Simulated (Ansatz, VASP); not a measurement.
# NaMg3O4 in VASP and in Ansatz

```
CELL_PARAMETERS angstrom
4.29491 0.00000 0.00000
0.00000 4.29491 0.00000
0.00000 0.00000 4.29491
ATOMIC_POSITIONS crystal
Mg 0.50000 0.50000 0.00000
Mg 0.00000 0.50000 0.50000
Mg 0.50000 0.00000 0.50000
Na 0.00000 0.00000 0.00000
O 0.00000 0.50000 0.00000
O 0.50000 0.00000 0.00000
O 0.00000 0.00000 0.50000
O 0.50000 0.50000 0.50000
```

The cell comes from a database or a generator and needn't be the stable form of this composition.

Alike in both runs: task single point; functional PBE; dispersion D3(BJ); k mesh 6 × 6 × 6; occupations tetrahedron; no spin polarisation.

|  | VASP | Ansatz |
| --- | --- | --- |
| version | VASP 6.6.1 | Ansatz 0.2.0 |
| potentials or method | VASP PAW PBE potentials, release 64 (Mg, Na_pv, O) | Ansatz PAW |
| plane-wave cutoff (eV) | 520 | 420 |
| valence electrons in the cell | 37 | 63 |

Ansatz gave:

```
gap on the k mesh at the Fermi level (eV) : none
pressure (GPa)                            : -0.2
dispersion energy (meV/atom)              : -266.5
```

Question: Estimate VASP's values.

Answer: gap on the k mesh at the Fermi level (eV): none; pressure (GPa): -0.6; dispersion energy (meV/atom): -266.5.

A gap of «none» marks a metal or a gap that the smearing closes. The two sets of potentials don't hold the same shells in valence.

Caveats: an odd number of electrons without spin polarisation forces a metal; a magnetic or distorted state may lie lower; pairwise dispersion overbinds metals, which lowers pressure and volume; tetrahedron occupations give inexact forces and stress in metals (VASP); the pressure holds a Pulay correction of +0.6 GPa for the finite cutoff (Ansatz); with tetrahedron occupations forces and stress needn't match the slope of the energy (Ansatz).
